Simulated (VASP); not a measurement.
# GeB2Ir3 (P6/mmm) in VASP: a series of runs

The runs below take GeB2Ir3 through single point, with r2SCAN.

Program: VASP 6.6.1. These are calculated values, not measurements. Logs are shortened: lines on timing, memory, paths and dates and some standing lists are left out, and cuts for length are marked.

### 1 The structure

Symmetry: P6/mmm, No. 191, hexagonal system. The conventional cell has a = 5.659 Å, b = 5.659 Å, c = 2.831 Å, α = 90.00°, β = 90.00°, γ = 120.00°. Around Ge (site symmetry 6/mmm) lie 2 Ge at 2.83 Å and 12 Ir at 3.16 Å. Ir (site symmetry mmm) has 4 B at 2.16 Å as nearest neighbours. Around B (site symmetry -6m2) lie 6 Ir at 2.16 Å.

The cell was built by a generator and needn't be a form met in nature.

### 2 Single point, r2SCAN

POSCAR

```
GeB2Ir3
1.0
    5.6589416033      0.0000000000      0.0000000000
   -2.8294708017      4.9007871870      0.0000000000
    0.0000000000      0.0000000000      2.8314161393
Ge Ir B
1 3 2
Direct
    0.0000000000      0.0000000000      0.0000000000
    0.5000000000      0.0000000000      0.5000000000
    0.5000000000      0.5000000000      0.5000000000
    0.0000000000      0.5000000000      0.5000000000
    0.3333333333      0.6666666667      0.0000000000
    0.6666666667      0.3333333333      0.0000000000
```

INCAR.step1

```
PREC = Accurate
ENCUT = 520
ISMEAR = -1
SIGMA = 0.1
LREAL = False
LASPH = True
NELM = 100
NBANDS = 32
GGA = PE
ALGO = Normal
EDIFF = 1E-4
LWAVE = True
LCHARG = False
```

INCAR.step2

```
PREC = Accurate
ENCUT = 520
EDIFF = 1E-6
ISMEAR = -1
SIGMA = 0.1
LREAL = False
LASPH = True
NELM = 100
ALGO = Normal
ISIF = 2
LWAVE = False
LCHARG = False
METAGGA = R2SCAN
LMIXTAU = True
NBANDS = 32
ISTART = 1
```

KPOINTS

```
regular mesh
0
Gamma
  4 4 6
```

Potentials or basis: VASP PAW PBE potentials, release 64 (Ge_d, Ir, B).

The run is started by

```console
$ cat potpaw_PBE.64/Ge_d/POTCAR potpaw_PBE.64/Ir/POTCAR potpaw_PBE.64/B/POTCAR > POTCAR
$ cp INCAR.step1 INCAR
$ mpirun -np 1 vasp_std > vasp.out
$ cp INCAR.step2 INCAR
$ mpirun -np 1 vasp_std > vasp.out
```

OUTCAR:

```text
PREC = Accurate
   ENCUT = 520
   EDIFF = 1E-6
   ISMEAR = -1
   LREAL = False
   LASPH = True
   NELM = 100
   ISIF = 2
   METAGGA = R2SCAN
   ISTART = 1

 ion  position               nearest neighbor table
   1  0.000  0.000  0.000-   3 3.16   3 3.16   3 3.16   3 3.16   2 3.16   2 3.16   2 3.16   2 3.16
                             4 3.16   4 3.16   4 3.16   4 3.16
   2  0.500  0.000  0.500-   5 2.16   6 2.16   5 2.16   6 2.16   4 2.83   4 2.83   3 2.83   3 2.83
                             1 3.16   1 3.16   1 3.16   1 3.16
   3  0.500  0.500  0.500-   5 2.16   6 2.16   5 2.16   6 2.16   4 2.83   4 2.83   2 2.83   2 2.83
                             1 3.16   1 3.16   1 3.16   1 3.16
   4  0.000  0.500  0.500-   5 2.16   6 2.16   5 2.16   6 2.16   2 2.83   2 2.83   3 2.83   3 2.83
                             1 3.16   1 3.16   1 3.16   1 3.16
   5  0.333  0.667  0.000-   4 2.16   4 2.16   2 2.16   2 2.16   3 2.16   3 2.16
   6  0.667  0.333  0.000-   4 2.16   4 2.16   2 2.16   2 2.16   3 2.16   3 2.16

  LATTYP: Found a hexagonal cell.
 ALAT       =     5.6589416033
 C/A-ratio  =     0.5003437635

  Lattice vectors:

 A1 = (   5.6589416033,   0.0000000000,   0.0000000000)
 A2 = (  -2.8294708017,   4.9007871870,   0.0000000000)
 A3 = (   0.0000000000,   0.0000000000,   2.8314161393)

Analysis of symmetry for initial positions (statically):
=====================================================================
 Subroutine PRICEL returns:
 Original cell was already a primitive cell.

 Routine SETGRP: Setting up the symmetry group for a
 hexagonal supercell.

 Subroutine GETGRP returns: Found 24 space group operations
 (whereof 24 operations were pure point group operations)
 out of a pool of 24 trial point group operations.

The static configuration has the point symmetry D_6h.

Analysis of symmetry for dynamics (positions and initial velocities):
=====================================================================
 Subroutine PRICEL returns:
 Original cell was already a primitive cell.

 Routine SETGRP: Setting up the symmetry group for a
 hexagonal supercell.

 Subroutine GETGRP returns: Found 24 space group operations
 (whereof 24 operations were pure point group operations)
 out of a pool of 24 trial point group operations.

The dynamic configuration has the point symmetry D_6h.

 Subroutine INISYM returns: Found 24 space group operations
[... 89 lines left out ...]
   ICHARG =      0    charge: 1-file 2-atom 10-const
   ISPIN  =      1    spin polarized calculation?
   LNONCOLLINEAR =      F non collinear calculations
   LSORBIT =      F    spin-orbit coupling
   LASPH  =      T    aspherical Exc in radial PAW
   ENCUT  =  520.0 eV  38.22 Ry    6.18 a.u.  10.52 10.52  5.26*2*pi/ulx,y,z
   NELM   =    100;   NELMIN=  2; NELMDL=  0     # of ELM steps
   EDIFF  = 0.1E-05   stopping-criterion for ELM
   LREAL  =      F    real-space projection
[... 7 lines left out ...]
   TEBEG  =    0.0;   TEEND  =   0.0 temperature during run
   PSTRESS=    0.0 pullay stress
   NELECT =      47.0000    total number of electrons
   NUPDOWN=      -1.0000    fix difference up-down
   EMIN   =  10.00;   EMAX   =-10.00  energy-range for DOS
   EFERMI =   0.00;   METHOD = LEGACY
   ISMEAR =    -1;   SIGMA  =   0.10  broadening in eV -4-tet -1-fermi 0-gaus
   EFERMI_NEDOS =   21; number of points for ismear=-14 and -15
   IALGO  =     38    algorithm
   IMIX   =      4    mixing-type and parameters
     AMIX     =   0.40;   BMIX     =  1.00
     AMIX_MAG =   1.60;   BMIX_MAG =  1.00
  volume/ion in A,a.u.               =      13.09        88.32
  Fermi-wavevector in a.u.,A,eV,Ry     =   1.379661  2.607182 25.898223  1.903466
  Thomas-Fermi vector in A             =   2.504610
   LORBIT       =      0    0 simple, 1 ext, 2 COOP (PROOUT), +10 PAW based schemes
   METAGGA = R2SCAN    functional components
   LHFCALC =     F    Hartree Fock is set to
   AEXX    =    0.0000 exact exchange contribution
   IVDW    =     0    specifies the selected vdW correction
   LEPSILON=     F    determine dielectric tensor
   LRPA    =     F    only Hartree local field effects (RPA)
 non-spin polarized calculation
  energy-cutoff  :      520.00
  volume of cell :       78.52
 maximum number of plane-waves:      2146
   NGX = 21   NGY = 21   NGZ = 11

 number of electron      46.9999986 magnetization

 Free energy of the ion-electron system (eV)
  ---------------------------------------------------
  ext. energy  EPLUGINS =         0.00000000
  ---------------------------------------------------
  free energy    TOTEN  =      -185.57417305 eV

  energy without entropy =     -185.50701638  energy(sigma->0) =     -185.54059472

 E-fermi :   7.9183     XC(G=0): -13.7793

 val. band max:        7.8689855360   @ k =   0.2500   0.0000   0.5000
 cond. band min:       7.9829188716   @ k =   0.2500   0.0000   0.1667
 fundamental gap:      0.1139333356
 Fermi energy:         7.9183485575

 k-point     1 :       0.0000    0.0000    0.0000
  band No.  band energies     occupation
      1     -17.7118      2.00000
      2     -17.6779      2.00000
      3     -17.6778      2.00000
      4     -17.6095      2.00000
      5     -17.6095      2.00000
      6      -5.4379      2.00000
[... 549 lines left out ...]
     31      14.0748      0.00000
     32      15.9343      0.00000

------------------------ aborting loop because EDIFF is reached ----------------------------------------

  FORCE on cell =-STRESS in cart. coord.  units (eV):
  Direction    XX          YY          ZZ          XY          YZ          ZX
  --------------------------------------------------------------------------------------
  -------------------------------------------------------------------------------------
  Total        0.7407036      0.7407036      0.8057883     -0.0000000      0.0000000     -0.0000000
  in kB       15.1129866     15.1129866     16.4409456     -0.0000000      0.0000000     -0.0000000
  external PRESSURE =      15.5556396 kB  Pullay stress =       0.0000000 kB

 VOLUME and BASIS-vectors are now :
 -----------------------------------------------------------------------------
  energy-cutoff  :      520.00
  volume of cell :       78.52
      direct lattice vectors                 reciprocal lattice vectors
     5.658941603  0.000000000  0.000000000     0.176711490  0.102024426  0.000000000
    -2.829470802  4.900787187  0.000000000     0.000000000  0.204048852  0.000000000
     0.000000000  0.000000000  2.831416139     0.000000000  0.000000000  0.353180158

 POSITION                                       TOTAL-FORCE (eV/Angst)
 -----------------------------------------------------------------------------------
      0.00000      0.00000      0.00000         0.000000     -0.000000      0.000000
      2.82947      0.00000      1.41571         0.000000     -0.000000      0.000000
      1.41474      2.45039      1.41571         0.000000     -0.000000      0.000000
     -1.41474      2.45039      1.41571         0.000000     -0.000000      0.000000
     -0.00000      3.26719      0.00000        -0.000000      0.000000     -0.000000
      2.82947      1.63360      0.00000         0.000000     -0.000000      0.000000
 -----------------------------------------------------------------------------------
    total drift:                                0.000000     -0.000000      0.000000

  FREE ENERGIE OF THE ION-ELECTRON SYSTEM (eV)
  ---------------------------------------------------
  free  energy   TOTEN  =      -185.5741730539 eV

  energy  without entropy=     -185.5070163847  energy(sigma->0) =     -185.54059472
```

OUTCAR.step1:

```text
PREC = Accurate
   ENCUT = 520
   ISMEAR = -1
   LREAL = False
   LASPH = True
   NELM = 100
[... 789 lines left out ...]
     -1.41474      2.45039      1.41571        -0.000000      0.000000      0.000000
     -0.00000      3.26719      0.00000         0.000000     -0.000000      0.000000
      2.82947      1.63360      0.00000        -0.000000      0.000000     -0.000000
 -----------------------------------------------------------------------------------
    total drift:                                0.000000     -0.000000     -0.000000

  FREE ENERGIE OF THE ION-ELECTRON SYSTEM (eV)
  ---------------------------------------------------
  free  energy   TOTEN  =       -44.6023806073 eV

  energy  without entropy=      -44.5306086348  energy(sigma->0) =      -44.56649462
```

Wall time 72 s (1 thread of Intel Xeon 6975P-C (Granite Rapids), shared host); peak memory 0.22 GiB.

Results:

- Free energy: -185.5742 eV
- Pressure: 1.6 GPa
- Band gap on the k mesh: none (metal or under the smearing width)

Caveat: the k mesh is coarse (spacing up to 0.37 Å⁻¹), so the values aren't converged; the PAW data sets were made with another functional, which shifts forces and pressure a little. Spin-orbit coupling is left out, which matters for the levels of Ir.

### 3 Single point, r2SCAN

Changes to POSCAR since step 2:

```diff
@@ -2,5 +2,5 @@
 1.0
-    5.6589416033      0.0000000000      0.0000000000
-   -2.8294708017      4.9007871870      0.0000000000
-    0.0000000000      0.0000000000      2.8314161393
+    5.6589393396      0.0000000000      0.0000000000
+   -2.8294696698      4.9007852266      0.0000000000
+    0.0000000000      0.0000000000      2.8314155625
 Ge Ir B
```

INCAR.step1

```
PREC = Accurate ; ENCUT = 520
ISMEAR = -1 ; SIGMA = 0.1
LREAL = False ; LASPH = True
NELM = 100 ; NBANDS = 32
GGA = PE ; ALGO = Normal
EDIFF = 1E-4 ; LWAVE = True
LCHARG = False
```

INCAR.step2

```
PREC = Accurate ; ENCUT = 520
EDIFF = 1E-7 ; ISMEAR = -1
SIGMA = 0.1 ; LREAL = False
LASPH = True ; NELM = 100
ALGO = Normal ; ISIF = 2
LWAVE = False ; LCHARG = False
METAGGA = R2SCAN ; LMIXTAU = True
NBANDS = 32 ; ISTART = 1
```

KPOINTS is that of step 2.

Potentials or basis: VASP PAW PBE potentials, release 64 (Ge_d, Ir, B).

The run is started by

```console
$ cat potpaw_PBE.64/Ge_d/POTCAR potpaw_PBE.64/Ir/POTCAR potpaw_PBE.64/B/POTCAR > POTCAR
$ cp INCAR.step1 INCAR
$ mpirun -np 1 vasp_std > vasp.out
$ cp INCAR.step2 INCAR
$ mpirun -np 1 vasp_std > vasp.out
```

OUTCAR:

```text
PREC = Accurate
   ENCUT = 520
   EDIFF = 1E-7
   ISMEAR = -1
   LREAL = False
   LASPH = True
   NELM = 100
   ISIF = 2
   METAGGA = R2SCAN
   ISTART = 1

 ion  position               nearest neighbor table
   1  0.000  0.000  0.000-   2 3.16   2 3.16   2 3.16   2 3.16   3 3.16   4 3.16   4 3.16   4 3.16
                             4 3.16   3 3.16   3 3.16   3 3.16
   2  0.500  0.000  0.500-   5 2.16   6 2.16   5 2.16   6 2.16   3 2.83   4 2.83   3 2.83   4 2.83
                             1 3.16   1 3.16   1 3.16   1 3.16
   3  0.500  0.500  0.500-   5 2.16   6 2.16   5 2.16   6 2.16   4 2.83   4 2.83   2 2.83   2 2.83
                             1 3.16   1 3.16   1 3.16   1 3.16
   4  0.000  0.500  0.500-   5 2.16   6 2.16   5 2.16   6 2.16   3 2.83   3 2.83   2 2.83   2 2.83
                             1 3.16   1 3.16   1 3.16   1 3.16
   5  0.333  0.667  0.000-   4 2.16   4 2.16   2 2.16   2 2.16   3 2.16   3 2.16
   6  0.667  0.333  0.000-   4 2.16   4 2.16   2 2.16   2 2.16   3 2.16   3 2.16

  LATTYP: Found a hexagonal cell.
 ALAT       =     5.6589393396
 C/A-ratio  =     0.5003438617

  Lattice vectors:

 A1 = (   5.6589393396,   0.0000000000,   0.0000000000)
[... 179 lines left out ...]
 cond. band min:       7.9829287839   @ k =   0.2500  -0.0000   0.1667
 fundamental gap:      0.1139430700
 Fermi energy:         7.9183563551

 k-point     1 :       0.0000    0.0000    0.0000
  band No.  band energies     occupation
      1     -17.7116      2.00000
      2     -17.6777      2.00000
      3     -17.6776      2.00000
      4     -17.6093      2.00000
      5     -17.6093      2.00000
      6      -5.4379      2.00000
[... 549 lines left out ...]
     31      14.0749      0.00000
     32      15.9344      0.00000

------------------------ aborting loop because EDIFF is reached ----------------------------------------

  FORCE on cell =-STRESS in cart. coord.  units (eV):
  Direction    XX          YY          ZZ          XY          YZ          ZX
  --------------------------------------------------------------------------------------
  -------------------------------------------------------------------------------------
  Total        0.7346943      0.7346943      0.7999713      0.0000000     -0.0000000      0.0000000
  in kB       14.9903893     14.9903893     16.3222748      0.0000000     -0.0000000      0.0000000
  external PRESSURE =      15.4343511 kB  Pullay stress =       0.0000000 kB

 VOLUME and BASIS-vectors are now :
 -----------------------------------------------------------------------------
  energy-cutoff  :      520.00
  volume of cell :       78.52
      direct lattice vectors                 reciprocal lattice vectors
     5.658939340  0.000000000  0.000000000     0.176711560  0.102024467  0.000000000
    -2.829469670  4.900785227  0.000000000     0.000000000  0.204048934  0.000000000
     0.000000000  0.000000000  2.831415563     0.000000000  0.000000000  0.353180230

 POSITION                                       TOTAL-FORCE (eV/Angst)
 -----------------------------------------------------------------------------------
      0.00000      0.00000      0.00000        -0.000000      0.000000      0.000000
      2.82947      0.00000      1.41571        -0.000000      0.000000      0.000000
      1.41473      2.45039      1.41571        -0.000000      0.000000      0.000000
     -1.41473      2.45039      1.41571        -0.000000      0.000000      0.000000
     -0.00000      3.26719      0.00000         0.000000      0.000000      0.000000
      2.82947      1.63360      0.00000        -0.000000     -0.000000     -0.000000
 -----------------------------------------------------------------------------------
    total drift:                                0.000000     -0.000000     -0.000000

  FREE ENERGIE OF THE ION-ELECTRON SYSTEM (eV)
  ---------------------------------------------------
  free  energy   TOTEN  =      -185.5741730453 eV

  energy  without entropy=     -185.5070189751  energy(sigma->0) =     -185.54059601
```

OUTCAR.step1:

```text
PREC = Accurate
   ENCUT = 520
   ISMEAR = -1
   LREAL = False
   LASPH = True
   NELM = 100
[... 789 lines left out ...]
     -1.41473      2.45039      1.41571         0.000000      0.000000      0.000000
     -0.00000      3.26719      0.00000        -0.000000      0.000000     -0.000000
      2.82947      1.63360      0.00000        -0.000000     -0.000000      0.000000
 -----------------------------------------------------------------------------------
    total drift:                                0.000000     -0.000000     -0.000000

  FREE ENERGIE OF THE ION-ELECTRON SYSTEM (eV)
  ---------------------------------------------------
  free  energy   TOTEN  =       -44.6023783551 eV

  energy  without entropy=      -44.5306063513  energy(sigma->0) =      -44.56649235
```

Wall time 2.2 min (1 thread of Intel Xeon Platinum 8559C (Emerald Rapids), shared host); peak memory 0.23 GiB.

What came out:

- Free energy: -185.5742 eV
- Pressure: 1.5 GPa
- Band gap on the k mesh: none (metal or under the smearing width)

Stress tensor (GPa, compression positive):
```
1.50 0.00 0.00
0.00 1.50 0.00
0.00 0.00 1.63
```

Caveat: the k mesh is coarse (spacing up to 0.37 Å⁻¹), so the values aren't converged; the PAW data sets were made with another functional, which shifts forces and pressure a little. The run has no spin-orbit coupling, so splittings on Ir are missing.
